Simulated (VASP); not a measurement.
Energy against volume of V (bcc). All values below come from AM05 GGA, VASP's PBE PAW potentials (set 64) (plane waves; VASP). Run with 520 eV cut-off, 17×17×17 Γ-centred mesh, first-order Methfessel-Paxton smearing of 0.10 eV, potentials V_sv.

```
V (Å³/atom)  E (eV/atom)
-----------  -----------
12.553          -9.38616
12.941          -9.39385
13.330          -9.38759
13.718          -9.36919
```

Q: Fit these four points and predict the energy of the run at 12.165 Å³/atom.

A: A cubic in V^(−2/3), the third-order Birch-Murnaghan form, passes through the four points with V0 = 12.95 Å³/atom and B0 = 191 GPa, and gives -9.3625 eV/atom there. The run gave -9.3622 eV/atom, +0.3 meV/atom from the fit; all five points give B0 = 192 GPa.

The compound is V in the bcc structure. It was relaxed first, which changed the volume by -7 %. The run is not spin-polarised, so no magnetic state was tried.
